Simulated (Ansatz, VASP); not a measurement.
# SbAs in VASP and in Ansatz

```xyz
2
Lattice="3.4841 0.0000 0.0000 0.0000 3.4841 0.0000 0.0000 0.0000 3.4841" Properties=species:S:1:pos:R:3 pbc="T T T"
Sb    0.0000    0.0000    0.0000
As    1.7420    1.7420    1.7420
```

Measurements of this composition are mostly on another form, of space group No. 160.

Alike in both runs: task single point; functional LDA; k mesh 6 × 6 × 6; occupations gaussian, width 0.05 eV; no spin polarisation.

|  | VASP | Ansatz |
| --- | --- | --- |
| version | VASP 6.6.1 | Ansatz 0.2.0 |
| potentials or method | VASP PAW LDA potentials, release 64 (Sb, As) | scalar-relativistic, plane waves, PAW |
| plane-wave cutoff (eV) | 520 | 420 |
| valence electrons in the cell | 10 | 30 |

```csv
,VASP,Ansatz,Ansatz less VASP
gap on the k mesh at the Fermi level (eV),none,none,-
pressure (GPa),2.2,2.2,-0.02
```

A gap of «none» marks a metal or a gap that the smearing closes. The two sets of potentials don't hold the same shells in valence.

The runs have no spin-orbit coupling, so splittings on Sb are missing.
